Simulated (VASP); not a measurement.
Data:

```
CELL_PARAMETERS angstrom
      0.00000     1.93611     1.93611
      1.93611     0.00000     1.93611
      1.93611     1.93611     0.00000
ATOMIC_POSITIONS crystal
  Ir 0.00000 0.00000 0.00000
```

Method: PBE GGA, VASP's PBE PAW potentials (set 64) (plane waves; VASP 6.6.1). Numerical set-up: 480 eV cut-off, 16×16×16 Γ-centred mesh, first-order Methfessel-Paxton smearing of 0.10 eV, potentials Ir.

Energy and stress use the plane-wave basis of the starting cell.

**Question.** The ions, cell shape and volume at an external pressure of 15.0 GPa are relaxed. Which structure does the run end with?

**Answer.** 
```
CELL_PARAMETERS angstrom
      0.00000     1.91156     1.91156
      1.91156     0.00000     1.91156
      1.91156     1.91156     0.00000
ATOMIC_POSITIONS crystal
  Ir 0.00000 0.00000 0.00000
```
Space group Fm-3m (225), at a tolerance of 0.03 Å.

**Question.** How do energy and volume change from the first to the last step?

**Answer.** The energy (σ→0) changes by +25.0 meV/atom and the volume by -3.8 %, in 5 ionic steps.

```json
[
 {"step": "1", "E(σ→0) (eV)": "-8.8406", "max force (eV/Å)": "0.000", "pressure (GPa)": "0.25", "volume (Å³)": "14.52"},
 {"step": "2", "E(σ→0) (eV)": "-8.0558", "max force (eV/Å)": "0.000", "pressure (GPa)": "116.41", "volume (Å³)": "11.89"},
 {"step": "3", "E(σ→0) (eV)": "-8.8192", "max force (eV/Å)": "0.000", "pressure (GPa)": "13.82", "volume (Å³)": "14.01"},
 {"step": "4", "E(σ→0) (eV)": "-8.8166", "max force (eV/Å)": "0.000", "pressure (GPa)": "14.73", "volume (Å³)": "13.98"},
 {"step": "5", "E(σ→0) (eV)": "-8.8156", "max force (eV/Å)": "0.000", "pressure (GPa)": "15.06", "volume (Å³)": "13.97"}
]
```

The compound is Ir in the fcc structure. This run relaxes it under an external pressure of 15 GPa. Symmetry was kept, so distortions that lower it aren't found.
